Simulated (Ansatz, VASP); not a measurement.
# TiC in two plane-wave programs

Aim: how closely do two programs agree when they are given the same cell, functional and k mesh? The cell is taken from a series of runs on this material, whose earlier steps may have relaxed, scaled, displaced or heated it; both programs get it as it stands.

Method: plane waves, with VASP 6.6.1 beside it; zone-centre phonons at LDA, in Ansatz 0.2.0.

## 1. Set-up

It takes space group I4/mmm (No. 139, tetragonal). The conventional cell has a = 2.922 Å, b = 2.922 Å, c = 4.320 Å, α = 90.00°, β = 90.00°, γ = 90.00°. Nearest to C lie 6 Ti at 2.07 to 2.16 Å. Nearest to Ti lie 6 C at 2.07 to 2.16 Å. Farther neighbours are not listed.

Structure file:

```
C Ti
1.0
     0.00000    2.06650    2.16024
     2.06650    0.00000    2.16024
     2.06650    2.06650    0.00000
C Ti
1 1
Direct
  0.50000 0.50000 0.50000
  0.00000 0.00000 0.00000
```

## 2. VASP: zone-centre phonons, LDA, pair 1

Second derivatives magnify differences that forces hide, and they need a tight electronic threshold.

Lines of VASP's logs that name or quote its potential files are left out, and so is its time.

Input file INCAR:

```
SYSTEM = TiC
PREC = Accurate
ENCUT = 600
EDIFF = 1E-08
NELM = 120
ISMEAR = 1
SIGMA = 0.2
LREAL = .FALSE.
ALGO = Normal
GGA = CA
NBANDS = 14
LASPH = .TRUE.
LORBIT = 11
LWAVE = .FALSE.
LCHARG = .FALSE.
ISIF = 2
IBRION = 8
GGA_COMPAT = .FALSE.
KPAR = 2
```

Input file POSCAR:

```
TiC
1.0
    0.0000000000      2.0665009782      2.1602394560
    2.0665009782      0.0000000000      2.1602394560
    2.0665009782      2.0665009782      0.0000000000
C Ti
1 1
Direct
    0.5000000000      0.5000000000      0.5000000000
    0.0000000000      0.0000000000      0.0000000000
```

Input file KPOINTS:

```
Automatic mesh
0
Gamma
16 16 16
0 0 0
```

Potentials, in the order of the species: C and Ti_sv (LDA family, release 64).

Launch:

```
$ mpirun -np 2 vasp_std
```

Numbers of over 12 decimals in the logs are rounded to 6 here.

What it wrote:

```text
[banner, memory and clock lines left out]
running    2 mpi-ranks, on    1 nodes
 distrk:  each k-point on    1 cores,    2 groups
 distr:  one band on    1 cores,    1 groups

 POSCAR found type information on POSCAR C Ti
 POSCAR found :  2 types and       2 ions
 LDA part: xc-table for (Slater(with rela. corr.)+CA(PZ))
 , standard interpolation
 POSCAR, INCAR and KPOINTS ok, starting setup
 FFT: planning ... GRIDC
 FFT: planning ... GRID_SOFT
 FFT: planning ... GRID
 WAVECAR not read
 entering main loop
       N       E                     dE             d eps       ncg     rms          rms(c)
DAV:   1     0.126619423171E+03    0.12662E+03   -0.88440E+03  9780   0.153E+03
DAV:   2    -0.173669293988E+02   -0.14399E+03   -0.13537E+03 10334   0.373E+02
DAV:   3    -0.254001149211E+02   -0.80332E+01   -0.78465E+01 12500   0.861E+01
DAV:   4    -0.257523536947E+02   -0.35224E+00   -0.35188E+00 12586   0.163E+01
DAV:   5    -0.257612056355E+02   -0.88519E-02   -0.88516E-02 12886   0.221E+00    0.202E+01
DAV:   6    -0.209623499599E+02    0.47989E+01   -0.12442E+01 13972   0.610E+01    0.666E+00
DAV:   7    -0.204823533923E+02    0.48000E+00   -0.19998E+00 11768   0.215E+01    0.581E+00
DAV:   8    -0.204558822175E+02    0.26471E-01   -0.11881E-01 10968   0.425E+00    0.300E+00
DAV:   9    -0.204568322472E+02   -0.95003E-03   -0.70532E-02 12408   0.268E+00    0.720E-01
DAV:  10    -0.204559595402E+02    0.87271E-03   -0.86221E-03 13034   0.124E+00    0.541E-01
DAV:  11    -0.204550446046E+02    0.91494E-03   -0.30839E-03 10666   0.827E-01    0.799E-02
DAV:  12    -0.204550248526E+02    0.19752E-04   -0.26987E-04 10900   0.240E-01    0.974E-03
DAV:  13    -0.204550183154E+02    0.65372E-05   -0.21095E-05 13426   0.631E-02    0.780E-03
DAV:  14    -0.204550180175E+02    0.29784E-06   -0.75118E-07 11026   0.917E-03    0.352E-03
DAV:  15    -0.204550179725E+02    0.45003E-07   -0.12299E-07 13292   0.321E-03    0.232E-04
DAV:  16    -0.204550179722E+02    0.30604E-09   -0.56062E-09  7042   0.116E-03
   1 F= -.20455018E+02 E0= -.20455109E+02  d E =0.273521E-03
 Linear response reoptimize wavefunctions to high precision
DAV:   1    -0.204550179720E+02    0.24011E-09   -0.86601E-10  7792   0.367E-04
DAV:   2    -0.204550179720E+02   -0.12960E-10   -0.15478E-10  5954   0.129E-04
 Linear response DOF=           4
 Linear response progress:
  Degree of freedom:   1/  4
       N       E                     dE             d eps       ncg     rms          rms(c)
RMM:   1    -0.128623503131E+00   -0.12862E+00   -0.61917E-02 36365   0.262E+00
RMM:   2    -0.117659026441E+00    0.10964E-01   -0.66007E-03 34143   0.637E-01    0.160E-01
RMM:   3    -0.118309934645E+00   -0.65091E-03   -0.25015E-03 35551   0.274E-01    0.729E-02
RMM:   4    -0.119395575350E+00   -0.10856E-02   -0.79958E-04 35994   0.163E-01    0.154E-02
RMM:   5    -0.119537581592E+00   -0.14201E-03   -0.19018E-04 41061   0.671E-02    0.322E-03
RMM:   6    -0.119532145268E+00    0.54363E-05   -0.24262E-05 40578   0.281E-02    0.190E-03
RMM:   7    -0.119526748621E+00    0.53966E-05   -0.60870E-06 41070   0.139E-02    0.850E-04
RMM:   8    -0.119531284705E+00   -0.45361E-05   -0.12276E-06 41207   0.699E-03    0.454E-04
RMM:   9    -0.119528955103E+00    0.23296E-05   -0.23888E-07 41259   0.366E-03    0.134E-04
RMM:  10    -0.119528981787E+00   -0.26684E-07   -0.60483E-07 41130   0.192E-03    0.775E-05
RMM:  11    -0.119528961355E+00    0.20432E-07   -0.17848E-07 40930   0.102E-03    0.583E-05
RMM:  12    -0.119528962441E+00   -0.10862E-08   -0.99759E-08 43190   0.539E-04    0.611E-05
 first order change of Fermi-energy  -0.17075E-03
 force on displaced ion       1 direction 1 : -14.729   0.000   0.000
 Linear response progress:
  Degree of freedom:   2/  4
       N       E                     dE             d eps       ncg     rms          rms(c)
RMM:   1    -0.125185227344E+00   -0.12519E+00   -0.57406E-02 21369   0.213E+00
RMM:   2    -0.115788647427E+00    0.93966E-02   -0.51596E-03 18562   0.541E-01    0.147E-01
RMM:   3    -0.116389930728E+00   -0.60128E-03   -0.17920E-03 19145   0.230E-01    0.678E-02
RMM:   4    -0.117379155751E+00   -0.98923E-03   -0.65098E-04 19484   0.140E-01    0.140E-02
RMM:   5    -0.117488036765E+00   -0.10888E-03   -0.13993E-04 22349   0.532E-02    0.271E-03
RMM:   6    -0.117476544684E+00    0.11492E-04   -0.17609E-05 21997   0.207E-02    0.139E-03
RMM:   7    -0.117466280767E+00    0.10264E-04   -0.34980E-06 21988   0.968E-03    0.618E-04
RMM:   8    -0.117471803814E+00   -0.55230E-05   -0.80935E-07 22691   0.460E-03    0.277E-04
RMM:   9    -0.117470164417E+00    0.16394E-05   -0.28675E-07 22599   0.242E-03    0.877E-05
RMM:  10    -0.117470432260E+00   -0.26784E-06   -0.37933E-07 22486   0.123E-03    0.420E-05
RMM:  11    -0.117470450727E+00   -0.18467E-07    0.15592E-07 23363   0.658E-04    0.906E-06
RMM:  12    -0.117470396233E+00    0.54494E-07   -0.78627E-08 23603   0.340E-04    0.715E-06
RMM:  13    -0.117470398623E+00   -0.23894E-08   -0.52839E-08 22482   0.191E-04    0.182E-05
 first order change of Fermi-energy   0.14328E-02
 force on displaced ion       1 direction 3 :   0.000   0.000  -9.790
 Linear response progress:
  Degree of freedom:   3/  4
       N       E                     dE             d eps       ncg     rms          rms(c)
RMM:   1    -0.640817284416E+00   -0.64082E+00    0.10853E+01 17550   0.132E+02
RMM:   2    -0.613013460256E+00    0.27804E-01   -0.23919E-01 29380   0.507E+00    0.241E-01
RMM:   3    -0.612370554133E+00    0.64291E-03   -0.19077E-02 34914   0.120E+00    0.119E-01
RMM:   4    -0.611671684713E+00    0.69887E-03   -0.75028E-03 38189   0.521E-01    0.212E-02
RMM:   5    -0.612208282732E+00   -0.53660E-03   -0.11798E-03 40728   0.205E-01    0.102E-02
RMM:   6    -0.612530418987E+00   -0.32214E-03   -0.32151E-04 40634   0.901E-02    0.714E-03
RMM:   7    -0.612792527530E+00   -0.26211E-03   -0.82652E-05 37751   0.447E-02    0.249E-03
RMM:   8    -0.612951715531E+00   -0.15919E-03   -0.40408E-05 39504   0.250E-02    0.221E-03
RMM:   9    -0.612872053472E+00    0.79662E-04   -0.23293E-05 38439   0.145E-02    0.674E-04
RMM:  10    -0.612892881985E+00   -0.20829E-04   -0.16820E-05 40847   0.858E-03    0.210E-04
RMM:  11    -0.612904446185E+00   -0.11564E-04   -0.13292E-05 40996   0.562E-03    0.652E-05
RMM:  12    -0.612902607957E+00    0.18382E-05   -0.97942E-06 42404   0.393E-03    0.751E-05
RMM:  13    -0.612900736385E+00    0.18716E-05   -0.75046E-06 40524   0.297E-03    0.167E-04
RMM:  14    -0.612902673485E+00   -0.19371E-05   -0.60232E-06 38995   0.235E-03    0.132E-04
[...]
RMM:  22    -0.612907783703E+00   -0.17238E-06   -0.12357E-06 38884   0.645E-04    0.123E-05
RMM:  23    -0.612907800765E+00   -0.17061E-07   -0.98964E-07 42993   0.551E-04    0.883E-06
RMM:  24    -0.612907820579E+00   -0.19815E-07   -0.78743E-07 34835   0.485E-04    0.990E-06
RMM:  25    -0.612907837721E+00   -0.17142E-07   -0.69540E-07 37906   0.421E-04    0.459E-06
RMM:  26    -0.612907836329E+00    0.13925E-08   -0.60364E-07 36403   0.369E-04    0.282E-06
RMM:  27    -0.612907833794E+00    0.25347E-08   -0.49331E-07 36384   0.327E-04    0.260E-06
RMM:  28    -0.612907847409E+00   -0.13615E-07   -0.44076E-07 36653   0.288E-04    0.270E-06
RMM:  29    -0.612907847557E+00   -0.14831E-09   -0.37110E-07 35987   0.254E-04    0.245E-06
 first order change of Fermi-energy   0.39767E-03
 force on displaced ion       2 direction 1 : -14.723   0.000   0.000
 Linear response progress:
  Degree of freedom:   4/  4
       N       E                     dE             d eps       ncg     rms          rms(c)
RMM:   1    -0.703673934986E+00   -0.70367E+00    0.50391E+00  9909   0.127E+02
RMM:   2    -0.675400306438E+00    0.28274E-01   -0.22578E-01 16316   0.491E+00    0.240E-01
RMM:   3    -0.675188212810E+00    0.21209E-03   -0.18862E-02 19145   0.118E+00    0.118E-01
RMM:   4    -0.674901090989E+00    0.28712E-03   -0.76330E-03 21339   0.518E-01    0.203E-02
RMM:   5    -0.675655806573E+00   -0.75472E-03   -0.11234E-03 22427   0.198E-01    0.981E-03
RMM:   6    -0.676021430453E+00   -0.36562E-03   -0.29397E-04 22316   0.865E-02    0.655E-03
RMM:   7    -0.676186504281E+00   -0.16507E-03   -0.69235E-05 21613   0.415E-02    0.330E-03
RMM:   8    -0.676442170271E+00   -0.25567E-03   -0.28973E-05 20265   0.257E-02    0.300E-03
RMM:   9    -0.676328875818E+00    0.11329E-03   -0.20485E-05 20844   0.148E-02    0.898E-04
RMM:  10    -0.676359626951E+00   -0.30751E-04   -0.13636E-05 22362   0.823E-03    0.179E-04
RMM:  11    -0.676367693433E+00   -0.80665E-05   -0.12441E-05 23233   0.517E-03    0.721E-05
RMM:  12    -0.676368164074E+00   -0.47064E-06   -0.10219E-05 23607   0.351E-03    0.959E-05
RMM:  13    -0.676370779863E+00   -0.26158E-05   -0.78078E-06 22353   0.256E-03    0.584E-05
RMM:  14    -0.676377928251E+00   -0.71484E-05   -0.66382E-06 20252   0.211E-03    0.112E-04
[...]
RMM:  20    -0.676374789104E+00    0.29727E-07   -0.22304E-06 23355   0.637E-04    0.652E-06
RMM:  21    -0.676374735349E+00    0.53755E-07   -0.18598E-06 20942   0.546E-04    0.114E-05
RMM:  22    -0.676374706673E+00    0.28676E-07   -0.15834E-06 22742   0.468E-04    0.147E-05
RMM:  23    -0.676374676259E+00    0.30414E-07   -0.13080E-06 21622   0.404E-04    0.174E-05
RMM:  24    -0.676374700413E+00   -0.24154E-07   -0.11107E-06 18029   0.349E-04    0.198E-05
RMM:  25    -0.676374706929E+00   -0.65165E-08   -0.93563E-07 22618   0.308E-04    0.177E-05
RMM:  26    -0.676374767100E+00   -0.60170E-07   -0.81204E-07 23172   0.269E-04    0.154E-05
RMM:  27    -0.676374741030E+00    0.26070E-07   -0.67849E-07 18180   0.230E-04    0.168E-05
 first order change of Fermi-energy  -0.12854E-02
 force on displaced ion       2 direction 3 :   0.000   0.000  -9.801
 Linear response finished
```

Parts of OUTCAR (step 2):

```text
ion  position               nearest neighbor table
   1  0.500  0.500  0.500-   2 2.07   2 2.07   2 2.07   2 2.07   2 2.16   2 2.16
   2  0.000  0.000  0.000-   1 2.07   1 2.07   1 2.07   1 2.07   1 2.16   1 2.16

  LATTYP: Found a body centered tetragonal cell.
 ALAT       =     2.9224737100
 C/A-ratio  =     1.4783636538

 Subroutine GETGRP returns: Found 16 space group operations
 (whereof 16 operations were pure point group operations)

The static configuration has the point symmetry D_4h.

 Found    349 irreducible k-points:

   k-points           NKPTS =    349   k-points in BZ     NKDIM =    349   number of bands    NBANDS=     14

   dimension x,y,z NGX =    24 NGY =   24 NGZ =   24
   dimension x,y,z NGXF=    48 NGYF=   48 NGZF=   48

   ENCUT  =  600.0 eV  44.10 Ry    6.64 a.u.   5.97  5.97  5.84*2*pi/ulx,y,z

   NELECT =      16.0000    total number of electrons

 k-points in reciprocal lattice and weights: Automatic mesh
   0.00000000  0.00000000  0.00000000       0.000
   0.06250000  0.00000000  0.00000000       0.002
   0.12500000  0.00000000  0.00000000       0.002
   0.18750000  0.00000000  0.00000000       0.002
   0.25000000  0.00000000  0.00000000       0.002
   0.31250000  0.00000000  0.00000000       0.002
   0.37500000  0.00000000  0.00000000       0.002
   0.43750000  0.00000000  0.00000000       0.002
   0.50000000  0.00000000  0.00000000       0.001
[...]
-0.31250000  0.18750000  0.50000000       0.001
  -0.25000000  0.25000000  0.50000000       0.000

 average (electrostatic) potential at core
       1 -47.5356       2 -69.6674

  Total        2.7830097      2.7830097      0.0552524      0.0000000      0.0000000     -0.0000000
  in kB      241.6696908    241.6696908      4.7979827      0.0000000      0.0000000     -0.0000000
  external PRESSURE =     162.7124548 kB  Pullay stress =       0.0000000 kB

  energy-cutoff  :      600.00
  volume of cell :       18.45
      direct lattice vectors                 reciprocal lattice vectors
     0.000000000  2.066500978  2.160239456    -0.241954882  0.241954882  0.231455822
     2.066500978  0.000000000  2.160239456     0.241954882 -0.241954882  0.231455822
     2.066500978  2.066500978  0.000000000     0.241954882  0.241954882 -0.231455822

 POSITION                                       TOTAL-FORCE (eV/Angst)
 -----------------------------------------------------------------------------------
      2.06650      2.06650      2.16024        -0.000000      0.000000      0.000000
      0.00000      0.00000      0.00000         0.000000     -0.000000      0.000000
 -----------------------------------------------------------------------------------
    total drift:                                0.000000     -0.000000     -0.000000

 Eigenvectors and eigenvalues of the dynamical matrix
 ----------------------------------------------------

   1 f  =   19.361266 THz   121.650422 2PiTHz  645.822317 cm-1    80.071726 meV
             X         Y         Z           dx          dy          dz
      2.066501  2.066501  2.160239     0.894158    0.000000    0.000000
      0.000000  0.000000  0.000000    -0.447751   -0.000000   -0.000000

   2 f  =   19.361266 THz   121.650422 2PiTHz  645.822317 cm-1    80.071726 meV
             X         Y         Z           dx          dy          dz
      2.066501  2.066501  2.160239     0.000000   -0.894158   -0.000000
      0.000000  0.000000  0.000000     0.000000    0.447751    0.000000

   3 f  =   15.787283 THz    99.194424 2PiTHz  526.607073 cm-1    65.290926 meV
             X         Y         Z           dx          dy          dz
      2.066501  2.066501  2.160239    -0.000000    0.000000   -0.894017
      0.000000  0.000000  0.000000    -0.000000    0.000000    0.448034

   4 f/i=    0.001617 THz     0.010159 2PiTHz    0.053934 cm-1     0.006687 meV
             X         Y         Z           dx          dy          dz
      2.066501  2.066501  2.160239    -0.320697   -0.312465    0.000000
      0.000000  0.000000  0.000000    -0.640431   -0.623993    0.000000

   5 f/i=    0.001617 THz     0.010159 2PiTHz    0.053934 cm-1     0.006687 meV
             X         Y         Z           dx          dy          dz
      2.066501  2.066501  2.160239    -0.312465    0.320697   -0.000000
      0.000000  0.000000  0.000000    -0.623993    0.640431   -0.000000

   6 f/i=    0.003678 THz     0.023108 2PiTHz    0.122677 cm-1     0.015210 meV
             X         Y         Z           dx          dy          dz
      2.066501  2.066501  2.160239    -0.000000    0.000000    0.448034
      0.000000  0.000000  0.000000    -0.000000    0.000000    0.894017

 ELASTIC MODULI CONTR FROM IONIC RELAXATION (kBar)
 Direction    XX          YY          ZZ          XY          YZ          ZX
 --------------------------------------------------------------------------------
 XX           0.0000      0.0000      0.0000      0.0000      0.0000      0.0000
 YY           0.0000      0.0000      0.0000      0.0000      0.0000      0.0000
 ZZ           0.0000      0.0000      0.0000      0.0000      0.0000      0.0000
 XY           0.0000      0.0000      0.0000      0.0000      0.0000      0.0000
 YZ           0.0000      0.0000      0.0000      0.0000      0.0000      0.0000
 ZX           0.0000      0.0000      0.0000      0.0000      0.0000      0.0000
 --------------------------------------------------------------------------------
```

[end of part 1 of 2]

[Lines on the potential files, build, host, timing and source positions are cut from VASP's logs without a mark.]

[Logs are printed without paths, hosts, clocks, repeated set-up lines and the standing remarks that a program may print on its own settings, such as how far it seeks lower states.]

[Hosts, paths, dates, database ids (printed as entryN), source tags and the programs' standing remarks are cut or masked in the printed files.]
